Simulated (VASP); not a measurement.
Wanted: the native input for a VASP 6.6.1 run.

- Task: single point
- Functional: PBE
- Potentials or basis: VASP PAW PBE potentials, release 64 (Br, Ir, Pd)
- Cutoff: 520 eV
- k mesh: 5 × 5 × 5
- Occupations: methfessel-paxton, width 0.0372 eV
- Spin: no spin polarisation
- Dipole correction: no
- Further INCAR settings: ALGO = Normal; EDIFF = 1e-07; NBANDS = 29

The structure of Ir2PdBr2 lies in POSCAR:

```
Ir2PdBr2
1.0
    0.0000000000      3.9718565200      0.0000000000
    3.9718565200      0.0000000000      0.0000000000
    1.9859282600      1.9859282600     -6.3271895900
Br Ir Pd
2 2 1
Direct
    0.3523000000      0.3523000000      0.2954000000
    0.6477000000      0.6477000000      0.7046000000
    0.7500000000      0.2500000000      0.5000000000
    0.2500000000      0.7500000000      0.5000000000
    0.0000000000      0.0000000000      0.0000000000
```

The cell was built by a generator and needn't be a form met in nature.

The input as run:

INCAR

```
SYSTEM = Ir2PdBr2
PREC = Accurate
ENCUT = 520
EDIFF = 1E-7
ISMEAR = 1
SIGMA = 0.0372
LREAL = .FALSE.
LASPH = .TRUE.
NELM = 80
ALGO = Normal
ISIF = 2
LWAVE = .FALSE.
LCHARG = .TRUE.
GGA = PE
LELF = .TRUE.
LVHAR = .TRUE.
NBANDS = 29
```

KPOINTS

```
Automatic mesh
0
G
  5 5 5
  0 0 0
```

Potentials or basis: VASP PAW PBE potentials, release 64 (Br, Ir, Pd).

Command:

```bash
$ cat potpaw_PBE.64/Br/POTCAR potpaw_PBE.64/Ir/POTCAR potpaw_PBE.64/Pd/POTCAR > POTCAR
$ mpirun -np 1 vasp_std > vasp.out
```

Results of the run:

```
Pressure               : 19.8 GPa
Largest force          : 6.010 eV/Å
Band gap on the k mesh : none (metal or under the smearing width)
```

Caveat: so large a pressure means that the cell lies far from this level's equilibrium, or that cutoff or potentials fall short; forces of over 1 eV/Å show positions far from the minimum, so gaps and moduli don't describe the material at rest.

Wall time 65 s on 1 thread of Intel(R) Xeon(R) Platinum 8259CL CPU @ 2.50GHz (Skylake/Cascade Lake), with other jobs on the host, peak memory 0.23 GiB.
